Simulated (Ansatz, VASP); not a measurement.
**Cross-check of PtSe2 between VASP and Ansatz**

Aim: how closely do two programs agree when they are given the same cell, functional and k mesh? The cell is taken from a series of runs on this material, whose earlier steps may have relaxed, scaled, displaced or heated it; both programs get it as it stands.

Main program and level: Ansatz 0.2.0; plane waves, with VASP 6.6.1 beside it; PBE.

## (1) The structure

The cell holds 3 atoms: 1 Pt and 2 Se. Its edges and angles: a = 3.636 Å, b = 3.773 Å, c = 30.460 Å, α = 90.0°, β = 90.0°, γ = 118.8°. Vacuum lies along c.

As a file:

```xyz
3
Lattice="3.6357 0.0000 0.0000 -1.8178 3.3060 0.0000 0.0000 0.0000 30.4600" Properties=species:S:1:pos:R:3
Pt    0.0000    2.2677   10.0000
Se    1.8178    1.0701   11.4166
Se    1.8178    1.0701    8.5834
```

## (2) VASP: zone-centre phonons, PBE

Second derivatives magnify differences that forces hide, and they need a tight electronic threshold.

Lines of VASP's logs that name or quote its potential files are left out, and so is its time.

Input file INCAR:

```
SYSTEM = PtSe2
PREC = Accurate
ENCUT = 500
EDIFF = 1E-08
NELM = 120
ISMEAR = 1
SIGMA = 0.2
LREAL = .FALSE.
ALGO = Normal
GGA = PE
NBANDS = 17
LASPH = .TRUE.
LORBIT = 11
LWAVE = .FALSE.
LCHARG = .FALSE.
ISIF = 2
IBRION = 8
GGA_COMPAT = .FALSE.
NELMDL = -8
KPAR = 2
```

Input file POSCAR:

```
PtSe2
1.0
    3.6356522759      0.0000000000      0.0000000000
   -1.8178261380      3.3059955918      0.0000000000
    0.0000000000      0.0000000000     30.4600000000
Pt Se
1 2
Direct
    0.3429711178      0.6859422357      0.3282994091
    0.6618477744      0.3236955488      0.3748067731
    0.6618477744      0.3236955488      0.2817920450
```

Input file KPOINTS:

```
Automatic mesh
0
Gamma
15 15 1
0 0 0
```

The projector-augmented-wave data sets are Pt and Se (PBE family, release 64).

Launch:

```bash
mpirun -np 2 vasp_std
```

Numbers of over 12 decimals in the logs are rounded to 6 here.

Log:

```text
[banner, memory and clock lines left out]
running    2 mpi-ranks, on    1 nodes
 distrk:  each k-point on    1 cores,    2 groups
 distr:  one band on    1 cores,    1 groups

 POSCAR found type information on POSCAR PtSe
 POSCAR found :  2 types and       3 ions
 LDA part: xc-table for (Slater+PW92), standard interpolation
 POSCAR, INCAR and KPOINTS ok, starting setup
 FFT: planning ... GRIDC
 FFT: planning ... GRID_SOFT
 FFT: planning ... GRID
 WAVECAR not read
 entering main loop
       N       E                     dE             d eps       ncg     rms          rms(c)
DAV:   1     0.170817816638E+03    0.17082E+03   -0.65293E+03  2176   0.869E+02
DAV:   2     0.686642786448E+01   -0.16395E+03   -0.15646E+03  3683   0.152E+02
DAV:   3    -0.130871585473E+02   -0.19954E+02   -0.19743E+02  2731   0.680E+01
DAV:   4    -0.134335079711E+02   -0.34635E+00   -0.34498E+00  2831   0.107E+01
DAV:   5    -0.134392224775E+02   -0.57145E-02   -0.57130E-02  3120   0.131E+00
DAV:   6    -0.134393593747E+02   -0.13690E-03   -0.13690E-03  3011   0.184E-01
DAV:   7    -0.134393637562E+02   -0.43816E-05   -0.43815E-05  3258   0.269E-02
DAV:   8    -0.134393638571E+02   -0.10086E-06   -0.10113E-06  3068   0.308E-03    0.119E+01
DAV:   9    -0.131474223623E+02    0.29194E+00   -0.47939E+00  2937   0.156E+01    0.815E+00
DAV:  10    -0.130181483154E+02    0.12927E+00   -0.18962E+00  2709   0.125E+01    0.349E+00
DAV:  11    -0.129073853911E+02    0.11076E+00   -0.35501E-01  2657   0.478E+00    0.383E-01
DAV:  12    -0.129068615409E+02    0.52385E-03   -0.23103E-02  2882   0.103E+00    0.203E-01
DAV:  13    -0.129067647917E+02    0.96749E-04   -0.99448E-04  2893   0.212E-01    0.958E-02
DAV:  14    -0.129067206429E+02    0.44149E-04   -0.94450E-05  2882   0.587E-02    0.326E-02
[...]
DAV:  22    -0.129068414658E+02   -0.17271E-05   -0.35123E-08  2466   0.949E-04    0.241E-04
DAV:  23    -0.129068430101E+02   -0.15443E-05   -0.24223E-08  2271   0.406E-04    0.200E-04
DAV:  24    -0.129068435296E+02   -0.51949E-06   -0.11394E-08  2202   0.227E-04    0.132E-04
DAV:  25    -0.129068438921E+02   -0.36254E-06   -0.32378E-09  2267   0.244E-04    0.423E-05
DAV:  26    -0.129068440763E+02   -0.18420E-06   -0.95090E-10  2264   0.112E-04    0.166E-05
DAV:  27    -0.129068441799E+02   -0.10354E-06    0.20083E-10  2241   0.583E-05    0.120E-05
DAV:  28    -0.129068442077E+02   -0.27850E-07    0.77473E-10  1997   0.322E-05    0.130E-05
DAV:  29    -0.129068442174E+02   -0.96711E-08    0.84447E-10  2016   0.232E-05
   1 F= -.12906844E+02 E0= -.12906462E+02  d E =-.114782E-02
 Linear response reoptimize wavefunctions to high precision
DAV:   1    -0.129068442202E+02   -0.28379E-08    0.88268E-10  1953   0.102E-05
DAV:   2    -0.129068442203E+02   -0.45475E-10    0.89854E-10  2272   0.246E-06
 Linear response DOF=           6
 Linear response progress:
  Degree of freedom:   1/  6
       N       E                     dE             d eps       ncg     rms          rms(c)
RMM:   1    -0.258117020705E+00   -0.25812E+00   -0.27870E-01  6994   0.326E+00
RMM:   2    -0.253169392200E+00    0.49476E-02   -0.69519E-03  5958   0.481E-01    0.179E-01
RMM:   3    -0.253164105038E+00    0.52872E-05   -0.37650E-04  5831   0.114E-01    0.108E-01
RMM:   4    -0.253731924524E+00   -0.56782E-03   -0.56126E-04  6175   0.129E-01    0.228E-02
RMM:   5    -0.253692457922E+00    0.39467E-04   -0.35708E-05  6123   0.365E-02    0.852E-03
RMM:   6    -0.253688775930E+00    0.36820E-05   -0.36840E-06  6434   0.111E-02    0.181E-03
RMM:   7    -0.253679878571E+00    0.88974E-05   -0.54457E-07  6591   0.426E-03    0.965E-04
RMM:   8    -0.253670774119E+00    0.91045E-05    0.98434E-08  6762   0.159E-03    0.585E-04
RMM:   9    -0.253666316430E+00    0.44577E-05    0.24138E-07  6547   0.958E-04    0.111E-04
RMM:  10    -0.253664988971E+00    0.13275E-05    0.78715E-07  6833   0.281E-04    0.300E-05
RMM:  11    -0.253665251416E+00   -0.26244E-06   -0.38946E-07  7069   0.105E-04    0.281E-05
RMM:  12    -0.253665643735E+00   -0.39232E-06   -0.16950E-07  6612   0.525E-05    0.487E-06
RMM:  13    -0.253665735278E+00   -0.91543E-07    0.56909E-08  7010   0.270E-05    0.295E-06
RMM:  14    -0.253665695246E+00    0.40032E-07   -0.45108E-09  6724   0.157E-05    0.866E-07
RMM:  15    -0.253665694950E+00    0.29525E-09   -0.31378E-09  6124   0.136E-05    0.308E-07
 first order change of Fermi-energy  -0.29654E-02
 force on displaced ion       1 direction 1 :  -3.125  -0.053   0.000
 Linear response progress:
  Degree of freedom:   2/  6
       N       E                     dE             d eps       ncg     rms          rms(c)
RMM:   1    -0.258317385886E+00   -0.25832E+00   -0.27543E-01  4007   0.325E+00
RMM:   2    -0.252945855725E+00    0.53715E-02   -0.72999E-03  3383   0.488E-01    0.185E-01
RMM:   3    -0.253048072981E+00   -0.10222E-03   -0.29169E-04  3332   0.103E-01    0.114E-01
RMM:   4    -0.253647692811E+00   -0.59962E-03   -0.40349E-04  3722   0.115E-01    0.263E-02
RMM:   5    -0.253661596898E+00   -0.13904E-04   -0.31822E-05  3669   0.321E-02    0.136E-02
RMM:   6    -0.253618687684E+00    0.42909E-04   -0.13168E-05  3701   0.199E-02    0.418E-03
RMM:   7    -0.253614023303E+00    0.46644E-05   -0.53811E-07  3821   0.465E-03    0.101E-03
RMM:   8    -0.253600528313E+00    0.13495E-04   -0.12189E-07  3801   0.179E-03    0.337E-04
[...]
RMM:  12    -0.253598276930E+00   -0.54832E-06   -0.16659E-08  3954   0.238E-04    0.234E-05
RMM:  13    -0.253598169542E+00    0.10739E-06   -0.93038E-09  4113   0.744E-05    0.185E-05
RMM:  14    -0.253597965890E+00    0.20365E-06   -0.65203E-09  4074   0.720E-05    0.610E-06
RMM:  15    -0.253597939342E+00    0.26548E-07    0.37313E-09  4171   0.412E-05    0.507E-06
RMM:  16    -0.253597981448E+00   -0.42105E-07   -0.76037E-09  4171   0.373E-05    0.202E-06
RMM:  17    -0.253597986301E+00   -0.48529E-08   -0.72089E-09  3883   0.210E-05    0.119E-06
 first order change of Fermi-energy  -0.15667E+00
 force on displaced ion       1 direction 2 :   0.000  -4.655   0.000
 Linear response progress:
  Degree of freedom:   3/  6
       N       E                     dE             d eps       ncg     rms          rms(c)
RMM:   1    -0.289230827997E+00   -0.28923E+00   -0.25816E-01  4035   0.318E+00
RMM:   2    -0.283905959659E+00    0.53249E-02   -0.71374E-03  3437   0.531E-01    0.241E-01
RMM:   3    -0.284173042169E+00   -0.26708E-03   -0.19023E-03  3884   0.178E-01    0.159E-01
RMM:   4    -0.283638670381E+00    0.53437E-03   -0.81954E-04  3820   0.111E-01    0.109E-01
RMM:   5    -0.284024033263E+00   -0.38536E-03   -0.18323E-04  3747   0.764E-02    0.817E-03
RMM:   6    -0.284031063170E+00   -0.70299E-05   -0.58159E-06  3800   0.136E-02    0.417E-03
RMM:   7    -0.284025843571E+00    0.52196E-05   -0.14670E-06  3752   0.642E-03    0.110E-03
RMM:   8    -0.284020954170E+00    0.48894E-05   -0.15689E-07  3802   0.195E-03    0.575E-04
RMM:   9    -0.284018494098E+00    0.24601E-05   -0.28977E-08  3874   0.936E-04    0.174E-04
RMM:  10    -0.284019704194E+00   -0.12101E-05    0.10380E-08  3931   0.288E-04    0.120E-04
RMM:  11    -0.284020671411E+00   -0.96722E-06   -0.11688E-08  3873   0.452E-04    0.564E-05
RMM:  12    -0.284020367429E+00    0.30398E-06    0.83449E-08  3998   0.110E-04    0.387E-05
RMM:  13    -0.284019856965E+00    0.51046E-06    0.12158E-07  3989   0.150E-04    0.191E-05
RMM:  14    -0.284019918547E+00   -0.61582E-07   -0.32939E-08  4100   0.831E-05    0.110E-05
RMM:  15    -0.284019951671E+00   -0.33124E-07    0.46995E-08  4035   0.516E-05    0.389E-06
RMM:  16    -0.284019967426E+00   -0.15755E-07   -0.18799E-08  4010   0.317E-05    0.330E-06
RMM:  17    -0.284019992204E+00   -0.24779E-07    0.21460E-09  3918   0.302E-05    0.171E-06
RMM:  18    -0.284019986888E+00    0.53158E-08    0.10072E-08  3754   0.224E-05    0.120E-06
 first order change of Fermi-energy   0.18872E-03
 force on displaced ion       1 direction 3 :   0.000  -0.001  -4.446
 Linear response progress:
  Degree of freedom:   4/  6
       N       E                     dE             d eps       ncg     rms          rms(c)
RMM:   1    -0.748446700223E-01   -0.74845E-01    0.48563E-02  9273   0.148E+00
RMM:   2    -0.737614977063E-01    0.10832E-02   -0.23658E-03  5959   0.244E-01    0.873E-02
RMM:   3    -0.736887503759E-01    0.72747E-04   -0.10084E-04  6265   0.519E-02    0.503E-02
RMM:   4    -0.736645413564E-01    0.24209E-04   -0.28058E-05  6617   0.318E-02    0.684E-03
RMM:   5    -0.736765657475E-01   -0.12024E-04   -0.10920E-06  6853   0.661E-03    0.184E-03
RMM:   6    -0.736787469230E-01   -0.21812E-05   -0.23477E-07  6951   0.225E-03    0.979E-04
RMM:   7    -0.736788523701E-01   -0.10545E-06    0.60263E-08  6860   0.904E-04    0.391E-04
RMM:   8    -0.736782577281E-01    0.59464E-06    0.26777E-07  6882   0.422E-04    0.160E-04
RMM:   9    -0.736780971084E-01    0.16062E-06    0.58443E-09  6928   0.212E-04    0.573E-05
RMM:  10    -0.736781125674E-01   -0.15459E-07    0.35780E-08  6869   0.815E-05    0.223E-05
RMM:  11    -0.736781867080E-01   -0.74141E-07    0.54983E-09  6825   0.498E-05    0.506E-06
RMM:  12    -0.736781876593E-01   -0.95136E-09    0.11924E-08  7154   0.185E-05    0.268E-06
 first order change of Fermi-energy   0.11873E-02
 force on displaced ion       2 direction 1 :  -2.211  -0.012  -0.005
 Linear response progress:
  Degree of freedom:   5/  6
       N       E                     dE             d eps       ncg     rms          rms(c)
RMM:   1    -0.761487254530E-01   -0.76149E-01    0.57049E-02  5253   0.150E+00
RMM:   2    -0.750684224149E-01    0.10803E-02   -0.25542E-03  3391   0.253E-01    0.104E-01
RMM:   3    -0.750052847908E-01    0.63138E-04   -0.14851E-04  3841   0.623E-02    0.602E-02
RMM:   4    -0.750449475343E-01   -0.39663E-04   -0.10782E-04  3894   0.454E-02    0.378E-02
RMM:   5    -0.750085749630E-01    0.36373E-04   -0.46539E-05  3869   0.274E-02    0.681E-03
RMM:   6    -0.750169074165E-01   -0.83325E-05   -0.19501E-06  3852   0.767E-03    0.253E-03
RMM:   7    -0.750171190230E-01   -0.21161E-06   -0.33636E-07  3934   0.320E-03    0.865E-04
RMM:   8    -0.750166889542E-01    0.43007E-06   -0.61459E-08  3841   0.950E-04    0.395E-04
RMM:   9    -0.750161465974E-01    0.54236E-06   -0.14261E-08  3903   0.516E-04    0.100E-04
RMM:  10    -0.750161491592E-01   -0.25618E-08   -0.16475E-09  3938   0.163E-04    0.543E-05
 first order change of Fermi-energy   0.91504E-01
 force on displaced ion       2 direction 2 :   0.000  -2.779  -0.581
 Linear response progress:
  Degree of freedom:   6/  6
       N       E                     dE             d eps       ncg     rms          rms(c)
RMM:   1    -0.114181467258E+00   -0.11418E+00    0.50134E-02  4872   0.143E+00
RMM:   2    -0.113466167672E+00    0.71530E-03   -0.20564E-03  3550   0.246E-01    0.218E-01
RMM:   3    -0.113296760272E+00    0.16941E-03   -0.55713E-04  3874   0.111E-01    0.119E-01
RMM:   4    -0.113257562260E+00    0.39198E-04   -0.67122E-04  3984   0.101E-01    0.102E-01
RMM:   5    -0.113031975246E+00    0.22559E-03   -0.13570E-04  3867   0.490E-02    0.163E-02
RMM:   6    -0.113034146133E+00   -0.21709E-05   -0.89792E-06  3833   0.159E-02    0.606E-03
RMM:   7    -0.113039238979E+00   -0.50928E-05   -0.19464E-06  3820   0.771E-03    0.169E-03
RMM:   8    -0.113037174917E+00    0.20641E-05   -0.47435E-08  3853   0.138E-03    0.647E-04
RMM:   9    -0.113035436340E+00    0.17386E-05   -0.91989E-09  3909   0.767E-04    0.114E-04
RMM:  10    -0.113035600181E+00   -0.16384E-06    0.10550E-10  3950   0.202E-04    0.575E-05
RMM:  11    -0.113035754508E+00   -0.15433E-06   -0.91216E-11  3969   0.193E-04    0.302E-05
RMM:  12    -0.113035760135E+00   -0.56276E-08    0.25184E-08  4045   0.980E-05    0.216E-05
 first order change of Fermi-energy  -0.11538E+01
 force on displaced ion       2 direction 3 :   0.000  -0.604  -6.336
 Linear response finished
```

OUTCAR, selected parts (step 2):

```text
ion  position               nearest neighbor table
   1  0.343  0.686  0.328-   2 2.54   3 2.54   2 2.60   2 2.60   3 2.60   3 2.60
   2  0.662  0.324  0.375-   1 2.54   1 2.60   1 2.60
   3  0.662  0.324  0.282-   1 2.54   1 2.60   1 2.60

  LATTYP: Found a base centered orthorhombic cell.
 ALAT       =     3.6356522759
 B/A-ratio  =     1.8186533480
 C/A-ratio  =     8.3781389661

 Subroutine GETGRP returns: Found  4 space group operations
 (whereof  2 operations were pure point group operations)

The static configuration has the point symmetry C_1h.
 The point group associated with its full space group is C_2v.

 Found     64 irreducible k-points:

   k-points           NKPTS =     64   k-points in BZ     NKDIM =     64   number of bands    NBANDS=     17

   dimension x,y,z NGX =    28 NGY =   28 NGZ =  224
   dimension x,y,z NGXF=    56 NGYF=   56 NGZF=  448

   ENCUT  =  500.0 eV  36.75 Ry    6.06 a.u.   6.63  6.88 55.54*2*pi/ulx,y,z

   NELECT =      22.0000    total number of electrons

 k-points in reciprocal lattice and weights: Automatic mesh
   0.00000000  0.00000000  0.00000000       0.004
   0.06666667  0.00000000  0.00000000       0.018
   0.13333333  0.00000000  0.00000000       0.018
   0.20000000  0.00000000  0.00000000       0.018
   0.26666667  0.00000000  0.00000000       0.018
   0.33333333  0.00000000  0.00000000       0.018
   0.40000000  0.00000000  0.00000000       0.018
   0.46666667  0.00000000  0.00000000       0.018
   0.00000000  0.06666667  0.00000000       0.009
[...]
0.00000000  0.46666667  0.00000000       0.009
   0.06666667  0.46666667  0.00000000       0.009

 average (electrostatic) potential at core
       1 -77.2863       2 -62.1683       3 -62.1683

  Total       -0.6700247     -1.0438863     -0.0128064      0.0000000      0.0000000      0.0000000
  in kB       -2.9321546     -4.5682439     -0.0560434      0.0000000      0.0000000      0.0000000
  external PRESSURE =      -2.5188140 kB  Pullay stress =       0.0000000 kB

  energy-cutoff  :      500.00
  volume of cell :      366.11
      direct lattice vectors                 reciprocal lattice vectors
     3.635652276  0.000000000  0.000000000     0.275053807  0.151240371  0.000000000
    -1.817826138  3.305995592  0.000000000     0.000000000  0.302480742  0.000000000
     0.000000000  0.000000000 30.460000000     0.000000000  0.000000000  0.032829941

 POSITION                                       TOTAL-FORCE (eV/Angst)
 -----------------------------------------------------------------------------------
     -0.00000      2.26772     10.00000         0.000000     -0.005202      0.000000
      1.81783      1.07014     11.41661        -0.000000      0.002601      0.000205
      1.81783      1.07014      8.58339        -0.000000      0.002601     -0.000205
 -----------------------------------------------------------------------------------
    total drift:                                0.000001     -0.000008     -0.000000

 Eigenvectors and eigenvalues of the dynamical matrix
 ----------------------------------------------------

   1 f  =    5.684201 THz    35.714891 2PiTHz  189.604550 cm-1    23.507957 meV
             X         Y         Z           dx          dy          dz
     -0.000000  2.267722 10.000000    -0.000000    0.007603    0.000000
      1.817826  1.070136 11.416614     0.000000   -0.005608   -0.707064
      1.817826  1.070136  8.583386     0.000000   -0.005608    0.707064

   2 f  =    4.016975 THz    25.239395 2PiTHz  133.991848 cm-1    16.612864 meV
             X         Y         Z           dx          dy          dz
     -0.000000  2.267722 10.000000     0.000000   -0.000000    0.529146
      1.817826  1.070136 11.416614     0.000000   -0.431868   -0.416524
      1.817826  1.070136  8.583386    -0.000000    0.431868   -0.416524

   3 f  =    3.610156 THz    22.683281 2PiTHz  120.421852 cm-1    14.930400 meV
             X         Y         Z           dx          dy          dz
     -0.000000  2.267722 10.000000    -0.000000    0.668845   -0.000000
      1.817826  1.070136 11.416614     0.000000   -0.525607    0.007765
      1.817826  1.070136  8.583386     0.000000   -0.525607   -0.007765

   4 f  =    2.976293 THz    18.700600 2PiTHz   99.278448 cm-1    12.308953 meV
             X         Y         Z           dx          dy          dz
     -0.000000  2.267722 10.000000    -0.000000   -0.000000   -0.000000
      1.817826  1.070136 11.416614     0.707107   -0.000000    0.000000
      1.817826  1.070136  8.583386    -0.707107    0.000000    0.000000

   5 f  =    2.956962 THz    18.579140 2PiTHz   98.633635 cm-1    12.229007 meV
             X         Y         Z           dx          dy          dz
     -0.000000  2.267722 10.000000    -0.669137   -0.000000   -0.000000
      1.817826  1.070136 11.416614     0.525478    0.000000   -0.000000
      1.817826  1.070136  8.583386     0.525478    0.000000    0.000000

   6 f  =    2.519131 THz    15.828165 2PiTHz   84.029154 cm-1    10.418283 meV
             X         Y         Z           dx          dy          dz
     -0.000000  2.267722 10.000000     0.000000   -0.000000   -0.407260
      1.817826  1.070136 11.416614    -0.000000   -0.559901    0.321839
      1.817826  1.070136  8.583386     0.000000    0.559901    0.321839

   7 f/i=    0.001128 THz     0.007089 2PiTHz    0.037636 cm-1     0.004666 meV
             X         Y         Z           dx          dy          dz
     -0.000000  2.267722 10.000000     0.743139    0.000000   -0.000000
      1.817826  1.070136 11.416614     0.473152    0.000000   -0.000000
      1.817826  1.070136  8.583386     0.473152    0.000000   -0.000000

   8 f/i=    0.001979 THz     0.012437 2PiTHz    0.066027 cm-1     0.008186 meV
             X         Y         Z           dx          dy          dz
     -0.000000  2.267722 10.000000     0.000000   -0.743363   -0.000000
      1.817826  1.070136 11.416614     0.000000   -0.472976   -0.000245
      1.817826  1.070136  8.583386     0.000000   -0.472976    0.000245

   9 f/i=    0.004910 THz     0.030851 2PiTHz    0.163783 cm-1     0.020307 meV
             X         Y         Z           dx          dy          dz
     -0.000000  2.267722 10.000000    -0.000000    0.000000   -0.744408
      1.817826  1.070136 11.416614    -0.000000   -0.000666   -0.472152
      1.817826  1.070136  8.583386    -0.000000    0.000666   -0.472152

 ELASTIC MODULI CONTR FROM IONIC RELAXATION (kBar)
 Direction    XX          YY          ZZ          XY          YZ          ZX
 --------------------------------------------------------------------------------
 XX        -136.2127    -58.1692   -129.4153      0.0000      0.0000     -0.0000
 YY         -58.1692   -208.3713   -159.7417      0.0000      0.0000      0.0000
 ZZ        -129.4153   -159.7417   -182.4300      0.0000      0.0000      0.0000
 XY           0.0000      0.0000      0.0000    -25.8313      0.0000      0.0000
 YZ           0.0000      0.0000      0.0000      0.0000    -55.8963      0.0000
 ZX          -0.0000      0.0000      0.0000      0.0000      0.0000    -47.3701
 --------------------------------------------------------------------------------
```

(Continued in part 2 of 2.)

[Lines on the potential files, build, host, timing and source positions are cut from VASP's logs without a mark.]

[Logs are printed without paths, hosts, clocks, repeated set-up lines and the standing remarks that a program may print on its own settings, such as how far it seeks lower states.]

[Hosts, paths, dates, database ids (printed as entryN), source tags and the programs' standing remarks are cut or masked in the printed files.]
